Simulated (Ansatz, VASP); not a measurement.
## KI in two plane-wave programs

Aim: how closely do two programs agree when they are given the same cell, functional and k mesh? The cell is taken from a series of runs on this material, whose earlier steps may have relaxed, scaled, displaced or heated it; both programs get it as it stands.

Calculated with Ansatz 0.2.0; plane waves, with VASP 6.6.1 beside it; zone-centre phonons at r2SCAN.

### Step 1. Starting point

Symmetry: Fm-3m, No. 225, cubic system. The conventional cell has a = 7.093 Å, b = 7.093 Å, c = 7.093 Å, α = 90.00°, β = 90.00°, γ = 90.00°. Nearest to K lie 6 I at 3.55 Å. Nearest to I lie 6 K at 3.55 Å. Farther neighbours and most contacts between anions are not listed.

### Step 2. Ansatz: zone-centre phonons, r2SCAN

Ansatz runs on its PAW soft_1 files.

Second derivatives magnify differences that forces hide, and they need a tight electronic threshold.

The input, input.yaml:

```yaml
crystal:
  lattice:
    - [0.0, 3.5466345917, 3.5466345917]
    - [3.5466345917, 0.0, 3.5466345917]
    - [3.5466345917, 3.5466345917, 0.0]
  atoms:
    - { symbol: K, position: [0.0, 0.0, 0.0] }
    - { symbol: I, position: [0.5, 0.5, 0.5] }
kpoints:
  mp_grid: { grid: [8, 8, 8] }
hamiltonian:
  xc: r2scan
  pseudopotentials: { kind: paw, azcp: { folder: soft_1 } }
scf:
  occupations: { method: fixed }
output:
  eigenvalues: true
phonons:
  method: dfpt
  dielectric: true
  rigid_motions: translations
```

The run is started by

```sh
ansatz run input.yaml --threads 4 --pin off --max-ram 7168MiB --backend cpu --events-out ev --progress --plain --runs-dir out
```

Numbers of over 12 decimals in the logs are rounded to 6 here.

The log of the run:

```text
Engine: ansatz 0.2.0, x86_64-unknown-linux-gnu
Pseudopotentials: kind: paw
Pseudopotential: K, paw, valence charge 9, recommended cutoff 500 eV (meta_gga), soft_1/K.paw.azcp
Pseudopotential: I, paw, valence charge 17, recommended cutoff 500 eV (meta_gga), soft_1/I.paw.azcp
Functional definition: r2SCAN
  parameter k0 = 0.174
  parameter k1 = 0.065
  parameter a1 = 4.9479
  exchange = r2scan_x(k0 = k0, k1 = k1, a1 = a1)
  correlation = r2scan_c
Crystal: 2 atoms, lattice volume = 89.224 Å³
Basis set: ecut = 500 eV, 2229 PW (Γ), exchange–correlation on 320×320×320 points (512 copies of the dense FFT grid, shifted against one another)
Bands: 17, of which v1, the nominal top of the filled ones, is band 13 counted from 1 (12 counted from 0)
Symmetry: 48 space group operations
k-points: 59 of 512 (irreducible under 8 space group operations, time reversal used)
Non-local potential: K, projectors of the file, l = 0: 3, l = 1: 2, l = 2: 2
Non-local potential: I, projectors of the file, l = 0: 2, l = 1: 2, l = 2: 2, l = 3: 1
PAW form: soft (Blöchl's): semilocal exchange-correlation on the pseudo side does not see the compensation charge
PAW frozen core: K, regenerated for the run's functional (the file was generated under x = pbe(κ = 0.804, μ = 0.219515), c = pbe(β = 0.066725))
PAW frozen core: I, regenerated for the run's functional (the file was generated under x = pbe(κ = 0.804, μ = 0.219515), c = pbe(β = 0.066725))
PAW one-centre angular grid: K, 302 points (default); XC on 160 Gauss nodes
PAW one-centre angular grid: I, 590 points (default); XC on 160 Gauss nodes
Initial density: superposition of atomic densities (chi_scale 0.1, normalization cell, long waves kept (reshape's long-wave potential 0.00 eV rms))
Initial wavefunctions: pseudopotential atomic-orbital guess
Functional: x = r2scan, c = r2scan; τ floored in thin density (d = 2e-4 eV/Å³)
SCF iter   1: F=—  HF=-9075.080910 eV  |F-HF|=—  |Δ(HF+E_count)|=         —  Δρ=3.92e-2  dr2=2.57e0  dr2_τ=5.05e-2  ethr=3.10e-3  ⟨swp⟩=5.0  Hψ=4976  notcnv=0  defer=97
preconditioner: auto → none  [insulator: Δε(μ)=3.229 eV  Ē_g=9.151 eV  n_scr=14 (ndim 8)  ℏωp=11.1 eV  f_vac=0.023  ε∞_Penn≈2.5]
SCF iter   2: F=—  HF=-9073.988487 eV  |F-HF|=—  |Δ(HF+E_count)|=    1.09e0  Δρ=8.58e-3  dr2=8.01e-2  dr2_τ=2.92e-2  ethr=3.10e-3  ⟨swp⟩=4.8  Hψ=3059  notcnv=0  defer=108
SCF iter   3: F=—  HF=-9074.001779 eV  |F-HF|=—  |Δ(HF+E_count)|=   1.33e-2  Δρ=4.62e-3  dr2=1.44e-2  dr2_τ=1.15e-3  ethr=3.08e-4  ⟨swp⟩=2.9  Hψ=1591  notcnv=0  defer=116
SCF iter   4: F=—  HF=-9074.013589 eV  |F-HF|=—  |Δ(HF+E_count)|=   1.18e-2  Δρ=8.02e-4  dr2=6.73e-4  dr2_τ=1.02e-4  ethr=5.53e-5  ⟨swp⟩=2.6  Hψ=1402  notcnv=0  defer=116
SCF iter   5: F=—  HF=-9074.013966 eV  |F-HF|=—  |Δ(HF+E_count)|=   3.77e-4  Δρ=1.17e-4  dr2=5.65e-6  dr2_τ=3.63e-7  ethr=2.59e-6  ⟨swp⟩=2.6  Hψ=1584  notcnv=0  defer=116
SCF iter   6: F=—  HF=-9074.013964 eV  |F-HF|=—  |Δ(HF+E_count)|=   1.90e-6  Δρ=9.46e-6  dr2=3.90e-8  dr2_τ=2.36e-8  ethr=2.17e-8  ⟨swp⟩=2.5  Hψ=1620  notcnv=0  defer=116
SCF iter   7: F=—  HF=-9074.013964 eV  |F-HF|=—  |Δ(HF+E_count)|=   3.22e-7  Δρ=8.31e-7  dr2=5.19e-10  dr2_τ=6.38e-10  ethr=1.50e-10  ⟨swp⟩=2.0  Hψ=1300  notcnv=0  defer=115
SCF iter   8: F=-9074.013964 eV  HF=-9074.013964 eV  |F-HF|=1.82e-12  |Δ(HF+E_count)|=  4.02e-10  Δρ=1.22e-7  dr2=4.64e-12  dr2_τ=4.62e-12  ethr=1.00e-12  ⟨swp⟩=12.7  Hψ=7939  notcnv=0
SCF 1 converged in 8 iterations: F = -9074.013964 eV  dr2 = 4.64e-12
  greatest PAW one-centre occupation: 0.999 electrons in one spin orbital (limit 2), on the I atom at site 1 (counted from 0), in its partial waves of l = 2
DFPT response loops at Γ: preconditioner auto → none (the input reference at scf.mixing.eps_inf says where Resta's filter doesn't serve); β = 0.50; Broyden in place of MSR1
SCF converged after 8 iterations
Free energy (F): -9074.013964 eV
Harris-Foulkes:  -9074.013964 eV  (|F-HF|=1.82e-12)
Internal energy: -9074.013964 eV  (E = F + TS)
E sigma→0 (E₀):  -9074.013964 eV
Fermi energy:    1.870585 eV
--- Per-component energies (eV) ---
  E_band       = -544.801537
  E_kinetic    = 413.769233
  E_local      = -3020.750977  (includes V_loc(G=0)·N_el)
  E_nonlocal   = 128.814791
  E_hartree    = 1295.305454
  E_xc         = -235.811522
  E_vxc        = -306.311595  (∫ρ·V_xc dr)
  E_paw        = -5594.867856  (= ΣΔE_a)
  E_vpaw       = -369.133901  (= ΣTr[D̂ρ^β])
  E_aug_tail   = -0.000687  (compensation charges beyond the density's cutoff)
  E_vtau       = 18.200720  (kinetic-family band-sum trace: ∫τ·v_τ [+ j·A + Jᵃ·Aᵃ] dr)
  E_ewald      = -2060.349307
  E_core_change = -0.123095  (= ΣΔE_core)
  E_smearing   = -0.000000  (= −TS)
  E_closure    = 0.000000  (closes the sum)
  Σ components = -9074.013964   (vs F -9074.013964, Δ=0.00e0)
--- Band table (eV; the first three rows and the last of 59) ---
  k-point 0: bands = [... 9 lower, -8.9221, 1.8706, 1.8706, 1.8706, 6.4511, 8.9385, 8.9385, 8.9385]
  k-point 1: bands = [... 9 lower, -8.8785, 1.6274, 1.8189, 1.8189, 6.8229, 8.8429, 9.1132, 9.1132]
  k-point 2: bands = [... 9 lower, -8.7769, 1.1374, 1.7001, 1.7001, 7.5061, 8.9858, 9.5719, 9.5719]
  k-point 58: bands = [... 9 lower, -8.7141, 1.1457, 1.1457, 1.2890, 8.8436, 8.8436, 9.2297, 10.8055]
--- Phonons (Γ-DFPT): 2 representative perturbations + reference, on 59 of 512 k-points (Σ response iterations 13) ---
  k mesh reduced under 8 symmetry operations, with k and −k counted as one. Each operation leaves every solved perturbation unchanged. A smaller set is not considered because the functional reads the kinetic-energy density
  ASR residual: 2.504e-4 → 0.000e0 eV/Å²; symmetrization residual: 2.412e-7 eV/Å²
  ASR residual per site (eV/Å²): 2.17e-5 2.50e-4
  Γ frequencies (cm⁻¹): 0.00 0.00 0.00 100.82 100.82 100.82
  ε∞ (high-frequency dielectric tensor):
        2.726485    -0.000000     0.000000
       -0.000000     2.726485    -0.000000
        0.000000    -0.000000     2.726485
  ε⁰ (static dielectric tensor: ions relaxed, cell fixed):
        5.000036     0.000000     0.000000
        0.000000     5.000036    -0.000000
        0.000000    -0.000000     5.000036
  ε⁰ − ε∞ (ionic part):
        2.273550     0.000000     0.000000
        0.000000     2.273550     0.000000
        0.000000     0.000000     2.273550
  softest optical mode at Γ: 100.82 cm⁻¹; the repairs (sum rule, projections) moved no ω² at Γ by more than (0.74 cm⁻¹)²
  Born effective charges Z* (e; rows j = field, columns β = displacement):
    site 0:
         1.11914    0.00000    0.00000
        -0.00000    1.11914    0.00000
         0.00000   -0.00000    1.11914
    site 1:
        -1.11914   -0.00000    0.00000
         0.00000   -1.11914   -0.00000
         0.00000    0.00000   -1.11914
  Z* charge neutrality: 4.636e-5 e pre-enforcement
  k-mesh period / interband length: 40.1 Å / 1.55 Å = 25.85 at k = (0.0000, 0.0000, 0.0000), direct gap 4.580 eV — 14 or more, which is no proof of convergence
  optical modes at Γ without the LO–TO term, one row a degenerate level:
      ω (cm⁻¹)  modes    IR ((D/Å)²/amu)
        100.82      3             2.9002
  optical modes at Γ + LO–TO along q̂ = [1.0000, 0.0000, 0.0000]:
      ω (cm⁻¹)  modes    IR ((D/Å)²/amu)
        100.82      2             1.9335
        136.53      1             0.9667
  optical modes at Γ + LO–TO along q̂ = [0.0000, 1.0000, 0.0000]:
      ω (cm⁻¹)  modes    IR ((D/Å)²/amu)
        100.82      2             1.9335
        136.53      1             0.9667
  optical modes at Γ + LO–TO along q̂ = [0.0000, 0.0000, 1.0000]:
      ω (cm⁻¹)  modes    IR ((D/Å)²/amu)
        100.82      2             1.9335
        136.53      1             0.9667
```

(Part 1 of 2 ends here.)

[Lines on the potential files, build, host, timing and source positions are cut from VASP's logs without a mark.]

[Logs are printed without paths, hosts, clocks, repeated set-up lines and the standing remarks that a program may print on its own settings, such as how far it seeks lower states.]

[Hosts, paths, dates, database ids (printed as entryN), source tags and the programs' standing remarks are cut or masked in the printed files.]
